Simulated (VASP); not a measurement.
Input:

```xyz
2
Lattice="0.0000 2.5070 2.5070 2.5070 0.0000 2.5070 2.5070 2.5070 0.0000" Properties=species:S:1:pos:R:3 pbc="T T T"
Eu     0.0000     0.0000     0.0000
N      2.5070     2.5070     2.5070
```
Starting moments (μB, in the order of the record's atoms Eu N): 7.0 0.0.

All values below come from PBEsol GGA, VASP's PBE PAW potentials (set 64) (plane waves; VASP 6.6.1). Settings: 400 eV cut-off, 6×6×6 Γ-centred mesh, Gaussian smearing of 0.27 eV, potentials Eu N.

At this cut-off the stress carries a Pulay error, which pulls relaxed volumes low. Energy and stress use the plane-wave basis of the starting cell. The moments were started parallel, and other spin orders were not tried in this run.

**Question.** The ions, cell shape and volume are relaxed. What does this cell relax into?

**Answer.** 
```xyz
2
Lattice="0.0000 2.4703 2.4703 2.4703 0.0000 2.4703 2.4703 2.4703 0.0000" Properties=species:S:1:pos:R:3 pbc="T T T"
Eu     2.4703     2.4703     4.9406
N      2.4703     2.4703     2.4703
```
Space group Fm-3m (225), at a tolerance of 0.03 Å. The cell ends with 6.00 μB, on the sites 6.12 -0.29 μB.

**Question.** How do energy and volume change from the first to the last step?

**Answer.** The energy (σ→0) changes by -14.7 meV/atom and the volume by -4.3 %, in 6 ionic steps.

The structure comes from a measured EuN entry of the Crystallography Open Database, whose conditions weren't checked. This run relaxes it. Symmetry was kept, so distortions that lower it aren't found. The k-mesh is coarse (spacing up to 0.37 per Å, 2π included), so the numbers may not be converged in it. The run is one of a series of settings (EDIFFG = -0.01, IBRION = 2, ISIF = 3, NSW = 50 against the base run), some of them coarse on purpose.
